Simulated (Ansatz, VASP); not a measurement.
## Sr3C in VASP and in Ansatz

```
CELL_PARAMETERS angstrom
-2.27909 2.27909 5.09096
2.27909 -2.27909 5.09096
2.27909 2.27909 -5.09096
ATOMIC_POSITIONS crystal
Sr 0.50000 0.50000 0.00000
Sr 0.25000 0.75000 0.50000
Sr 0.75000 0.25000 0.50000
C 0.00000 0.00000 0.00000
```

Alike in both runs: task single point; functional PBE; k mesh 6 × 6 × 6; occupations gaussian, width 0.1 eV; no spin polarisation.

|  | VASP | Ansatz |
| --- | --- | --- |
| version | VASP 6.6.1 | Ansatz 0.2.0 |
| potentials or method | VASP PAW PBE potentials, release 64 (Sr_sv, C) | scalar-relativistic, plane waves, PAW |
| plane-wave cutoff (eV) | 520 | 420 |
| valence electrons in the cell | 34 | 34 |

|  | VASP | Ansatz | Ansatz less VASP |
| --- | --- | --- | --- |
| gap on the k mesh at the Fermi level (eV) | none | none | - |
| pressure (GPa) | 2.9 | 2.8 | -0.17 |
| largest component of the traceless stress (GPa) | 1.86 | 1.84 | -0.022 |

A gap of «none» marks a metal or a gap that the smearing closes.
